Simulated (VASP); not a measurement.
Consider the following.

```yaml
crystal:
  lattice:
    - [4.04645, 0.00000, 0.00000]
    - [0.00000, 4.04645, 0.00000]
    - [0.00000, 0.00000, 4.04645]
  atoms:
    - { symbol: Tl, position: [0.00000, 0.00000, 0.00000] }
    - { symbol: Br, position: [0.50000, 0.50000, 0.50000] }
```

Level of theory: PBE GGA, VASP's PBE PAW potentials (set 64) (plane waves; VASP). Settings: 400 eV cut-off, Gaussian smearing of 0.050 eV, potentials Tl_d Br.

Unless said otherwise, spin-orbit coupling is left out, though it shifts the bands of the heavy elements here.

Question: Give the energies of bands 7 to 13 at the high-symmetry points, in eV from the valence-band maximum.

Answer: 
```csv
band,Γ,X,M,R
7,-4.53,-5.25,-3.66,-2.77
8,-1.09,-0.64,-2.59,-1.68
9,-1.09,-0.64,-2.59,-1.68
10,-1.09,0.00,-0.56,-1.68
11,7.06,1.99,4.83,2.34
12,7.06,5.78,4.83,2.34
13,7.06,5.78,7.24,2.34
```

The gap is direct, 1.99 eV, from the valence maximum at X to the conduction minimum at X.

The structure was generated: TlBr was put into the CsCl type type (Pm-3m), which need not be its known phase. It was relaxed first, which changed the volume by +62 %.
